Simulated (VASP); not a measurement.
Output of a VASP run:

OUTCAR:
```
 ion  position               nearest neighbor table
   1  0.000  0.000  0.000-   2 2.18   2 2.18   2 2.18   2 2.18   2 2.18   2 2.18
   2  0.333  0.667  0.500-   1 2.18   1 2.18   1 2.18   1 2.18   1 2.18   1 2.18
  LATTYP: Found a hexagonal cell.
 ALAT       =     2.8906288675
 C/A-ratio  =     0.9742702347
 Subroutine PRICEL returns:
 Original cell was already a primitive cell.
 Subroutine GETGRP returns: Found 12 space group operations
The static configuration has the point symmetry D_3h.
The dynamic configuration has the point symmetry D_3h.
 Subroutine INISYM returns: Found 12 space group operations
 Subroutine IBZKPT returns following result:
 Found    168 irreducible k-points:

 Following reciprocal coordinates:
            Coordinates               Weight
  0.000000  0.000000  0.000000      1.000000
  0.071429  0.000000  0.000000      6.000000
  0.142857  0.000000  0.000000      6.000000
  0.214286  0.000000  0.000000      6.000000
  0.285714  0.000000  0.000000      6.000000
  0.357143  0.000000  0.000000      6.000000
  0.428571  0.000000  0.000000      6.000000
  0.500000  0.000000  0.000000      3.000000
  0.071429  0.071429  0.000000      6.000000
  0.142857  0.071429  0.000000     12.000000
  0.214286  0.071429  0.000000     12.000000
  0.285714  0.071429  0.000000     12.000000
  0.357143  0.071429  0.000000     12.000000
  0.428571  0.071429  0.000000     12.000000
  0.142857  0.142857  0.000000      6.000000
  0.214286  0.142857  0.000000     12.000000
  0.285714  0.142857  0.000000     12.000000
  0.357143  0.142857  0.000000     12.000000
  0.428571  0.142857  0.000000      6.000000
  0.214286  0.214286  0.000000      6.000000
  0.285714  0.214286  0.000000     12.000000
  0.357143  0.214286  0.000000     12.000000
  0.285714  0.285714  0.000000      6.000000
  0.357143  0.285714  0.000000      6.000000
  0.000000  0.000000  0.076923      2.000000
  0.071429  0.000000  0.076923     12.000000
  0.142857  0.000000  0.076923     12.000000
  0.214286  0.000000  0.076923     12.000000
  0.285714  0.000000  0.076923     12.000000
  0.357143  0.000000  0.076923     12.000000
  0.428571  0.000000  0.076923     12.000000
  0.500000  0.000000  0.076923      6.000000
  0.071429  0.071429  0.076923     12.000000
  0.142857  0.071429  0.076923     24.000000
  0.214286  0.071429  0.076923     24.000000
  0.285714  0.071429  0.076923     24.000000
  0.357143  0.071429  0.076923     24.000000
  0.428571  0.071429  0.076923     24.000000
  0.142857  0.142857  0.076923     12.000000
  0.214286  0.142857  0.076923     24.000000
   k-points           NKPTS =    168   k-points in BZ     NKDIM =    168   number of bands    NBANDS=     13
   number of dos      NEDOS =    301   number of ions     NIONS =      2
   total plane-waves  NPLWV =  13824
   dimension x,y,z NGX =    24 NGY =   24 NGZ =   24
   dimension x,y,z NGXF=    48 NGYF=   48 NGZF=   48
   ions per type =               1   1
   PREC   = accura    normal or accurate (medium, high low for compatibility)
   ISTART =      0    job   : 0-new  1-cont  2-samecut
   ICHARG =      2    charge: 1-file 2-atom 10-const
   ISPIN  =      1    spin polarized calculation?
   LNONCOLLINEAR =      F non collinear calculations
   LSORBIT =      F    spin-orbit coupling
   INIWAV =      1    electr: 0-lowe 1-rand  2-diag
   ENCUT  =  620.0 eV  45.57 Ry    6.75 a.u.   5.87  5.87  5.72*2*pi/ulx,y,z
   NELM   =    100;   NELMIN=  2; NELMDL= -5     # of ELM steps
   EDIFF  = 0.1E-05   stopping-criterion for ELM
   LREAL  =      F    real-space projection
   NLSPLINE    = F    spline interpolate recip. space projectors
   LMAXMIX     =    6 max onsite mixed and CHGCAR
   VOSKOWN=      0    Vosko Wilk Nusair interpolation
   EDIFFG = -.2E-01   stopping-criterion for IOM
   NSW    =     40    number of steps for IOM
   NBLOCK =      1;   KBLOCK =     40    inner block; outer block
...
```

OSZICAR:
```
       N       E                     dE             d eps       ncg     rms          rms(c)
DAV:   1     0.118336757580E+03    0.11834E+03   -0.10871E+04  4368   0.174E+03
DAV:   2    -0.234946584679E+02   -0.14183E+03   -0.13805E+03  5018   0.412E+02
DAV:   3    -0.277635106475E+02   -0.42689E+01   -0.42312E+01  5370   0.645E+01
DAV:   4    -0.278060224890E+02   -0.42512E-01   -0.42492E-01  4773   0.681E+00
DAV:   5    -0.278063657825E+02   -0.34329E-03   -0.34329E-03  5221   0.640E-01    0.339E+01
DAV:   6    -0.248235640367E+02    0.29828E+01   -0.94705E+00  4943   0.316E+01    0.915E+00
DAV:   7    -0.247369198995E+02    0.86644E-01   -0.44882E-01  4533   0.620E+00    0.650E+00
DAV:   8    -0.247029040343E+02    0.34016E-01   -0.72943E-02  4843   0.236E+00    0.834E-01
DAV:   9    -0.247017221249E+02    0.11819E-02   -0.41954E-03  4663   0.480E-01    0.133E-01
DAV:  10    -0.247015776842E+02    0.14444E-03   -0.27772E-04  5123   0.232E-01    0.660E-02
DAV:  11    -0.247015763810E+02    0.13032E-05   -0.29064E-05  4773   0.466E-02    0.120E-02
DAV:  12    -0.247015754826E+02    0.89841E-06   -0.46360E-06  4608   0.187E-02
   1 F= -.24701575E+02 E0= -.24701531E+02  d E =-.247016E+02
       N       E                     dE             d eps       ncg     rms          rms(c)
DAV:   1    -0.247026918140E+02   -0.11154E-02   -0.38751E-02  4378   0.238E+00    0.203E-01
DAV:   2    -0.247018078298E+02    0.88398E-03   -0.19933E-03  4598   0.472E-01    0.895E-02
DAV:   3    -0.247015358379E+02    0.27199E-03   -0.40968E-04  4663   0.186E-01    0.317E-02
DAV:   4    -0.247015149470E+02    0.20891E-04   -0.63117E-05  4978   0.748E-02    0.811E-03
DAV:   5    -0.247015144633E+02    0.48371E-06   -0.37111E-06  4463   0.184E-02
   2 F= -.24701514E+02 E0= -.24701473E+02  d E =0.610193E-04
       N       E                     dE             d eps       ncg     rms          rms(c)
DAV:   1    -0.247020489524E+02   -0.53401E-03   -0.13441E-02  4378   0.140E+00    0.120E-01
DAV:   2    -0.247017420527E+02    0.30690E-03   -0.68786E-04  4593   0.277E-01    0.528E-02
DAV:   3    -0.247016479951E+02    0.94058E-04   -0.14228E-04  4668   0.110E-01    0.189E-02
DAV:   4    -0.247016408388E+02    0.71563E-05   -0.21576E-05  4948   0.438E-02    0.473E-03
DAV:   5    -0.247016406387E+02    0.20011E-06   -0.12243E-06  2760   0.108E-02
   3 F= -.24701641E+02 E0= -.24701597E+02  d E =-.651561E-04
```

**OUTCAR**
```
------------------------ aborting loop because EDIFF is reached ----------------------------------------
  FORCE on cell =-STRESS in cart. coord.  units (eV):
  Direction    XX          YY          ZZ          XY          YZ          ZX
  --------------------------------------------------------------------------------------
  Total       -0.0123048     -0.0123048     -0.0107988      0.0000000      0.0000000     -0.0000000
  in kB       -0.9671435     -0.9671436     -0.8487733      0.0000000      0.0000000     -0.0000000
  external PRESSURE =      -0.9276868 kB  Pullay stress =       0.0000000 kB
  volume of cell :       20.38
      direct lattice vectors                 reciprocal lattice vectors
     1.444773007 -2.502420327 -0.000000000     0.346075126 -0.199806561 -0.000000000
     1.444773007  2.502420327  0.000000000     0.346075126  0.199806561  0.000000000
     0.000000000 -0.000000000  2.819052389    -0.000000000 -0.000000000  0.354729129
 POSITION                                       TOTAL-FORCE (eV/Angst)
 -----------------------------------------------------------------------------------
      0.00000     -0.00000      0.00000         0.000000     -0.000000      0.000000
      1.44477      0.83414      1.40953        -0.000000      0.000000     -0.000000
 -----------------------------------------------------------------------------------
    total drift:                                0.000000     -0.000371      0.000000
  FREE ENERGIE OF THE ION-ELECTRON SYSTEM (eV)
  ---------------------------------------------------
  free  energy   TOTEN  =       -24.7016406387 eV

  energy  without entropy=      -24.7015109163  energy(sigma->0) =      -24.70159740

 reached required accuracy - stopping structural energy minimisation
```
(Selected blocks of OUTCAR.)

**POSCAR**
```
WC
1
    1.4453144019    -2.5033580505     0.0000000000
    1.4453144019     2.5033580505     0.0000000000
    0.0000000000     0.0000000000     2.8162536651
W C
1 1
Direct
  0.0000000000   0.0000000000   0.0000000000
  0.3333330000   0.6666670000   0.5000000000
```

Question: Reconstruct the remaining input files.

Answer: Several could match; the one computed here: the input of the run itself, LDA (Ceperley-Alder, Perdew-Zunger), plane waves, VASP's LDA PAW potentials (set 64).

File KPOINTS:
```
Automatic mesh
0
Gamma
14 14 13
0 0 0
```

INCAR:
```
# general
SYSTEM   =  WC
PREC     =  Accurate
ENCUT    =  620   # plane-wave cut-off (eV)
LREAL    =  F
LASPH    =  T   # aspherical one-centre terms

# electronic loop
EDIFF    =  1E-6   # SCF stop (eV)
NELM     =  100   # most electronic steps
ALGO     =  Normal   # blocked Davidson
LMAXMIX  =  6   # l cut-off of mixed one-centre charges

# smearing
ISMEAR   =  1
SIGMA    =  0.1   # width (eV)

# ions
IBRION   =  2
NSW      =  40   # most ionic steps
ISIF     =  3   # ions, shape and volume
EDIFFG   =  -0.02

# output
LWAVE    =  F
LCHARG   =  F
```

POTCAR, in this order: W_sv C (LDA.64 set). Program: vasp_std.

The compound is WC in the wc structure. This run relaxes it. Symmetry was kept, so distortions that lower it aren't found.
